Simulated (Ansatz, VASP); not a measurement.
## GaTe3S in VASP and in Ansatz

INCAR

```
ALGO = Normal
EDIFF = 1E-6
ENCUT = 520
GGA = PE
ISIF = 2
ISMEAR = 0
LASPH = True
LCHARG = False
LREAL = False
LWAVE = False
NBANDS = 26
NELM = 80
PREC = Accurate
SIGMA = 0.1
```

File KPOINTS:

```
k-points
0
Gamma
  4 4 2
```

Contents of POSCAR:

```
GaTe3S
1.0
    4.1997605000      0.0000000000      0.0000000000
    0.0000000000      4.1997605000      0.0000000000
    0.0000000000      0.0000000000      8.1976590700
Ga Te S
1 3 1
Direct
    0.0000000000      0.0000000000      0.3846116900
    0.5000000000      0.0000000000      0.0982288400
    0.0000000000      0.5000000000      0.0982288400
    0.5000000000      0.5000000000      0.8629005100
    0.5000000000      0.5000000000      0.2456473700
```

Input for Ansatz:

```yaml
crystal:
  lattice:
    - [4.1997605, 0.0, 0.0]
    - [0.0, 4.1997605, 0.0]
    - [0.0, 0.0, 8.19765907]
  atoms:
    - { symbol: Ga, position: [0.0, 0.0, 0.38461169] }
    - { symbol: Te, position: [0.5, 0.0, 0.09822884] }
    - { symbol: Te, position: [0.0, 0.5, 0.09822884] }
    - { symbol: Te, position: [0.5, 0.5, 0.86290051] }
    - { symbol: S, position: [0.5, 0.5, 0.24564737] }
basis:
  ecutwfc: 420
kpoints:
  mp_grid: { grid: [4, 4, 2] }
hamiltonian:
  xc: pbe
scf:
  occupations: { method: gaussian, width: 0.1 }
  lower_state_search: "off"
output:
  forces: true
  stress: true
  eigenvalues: true
```

Alike in both runs: task single point; functional PBE; k mesh 4 × 4 × 2; occupations gaussian, width 0.1 eV; no spin polarisation.

|  | VASP | Ansatz |
| --- | --- | --- |
| version | VASP 6.6.1 | Ansatz 0.2.0 |
| potentials or method | VASP PAW PBE potentials, release 64 (Ga_d, Te, S) | scalar-relativistic, plane waves, PAW |
| plane-wave cutoff (eV) | 520 | 420 |
| valence electrons in the cell | 37 | 67 |

Ansatz gave:

```
gap on the k mesh at the Fermi level (eV)       : none
pressure (GPa)                                  : 22.4
largest component of the traceless stress (GPa) : 1.90
rms of the force components (eV/Å)              : 2.192
```

Q: What did VASP give for the same quantities?

A: gap on the k mesh at the Fermi level (eV): none; pressure (GPa): 22.5; largest component of the traceless stress (GPa): 1.88; rms of the force components (eV/Å): 2.190.

Atom by atom the forces differ by 0.012 eV/Å (rms over components). A gap of «none» marks a metal or a gap that the smearing closes. With one functional, cell and mesh, what is left measures potentials, basis and numerics. The two sets of potentials don't hold the same shells in valence.

Caveats: the k mesh is coarse (spacing up to 0.38 Å⁻¹), so the values aren't converged; so large a pressure means that the cell lies far from this level's equilibrium, or that cutoff or potentials fall short (VASP); this functional lacks dispersion, which binds the layers, so the pressure and a relaxed spacing across them are unreliable; forces of over 1 eV/Å show positions far from the minimum, so gaps and moduli don't describe the material at rest. Spin-orbit coupling is left out, which matters for the levels of Te.
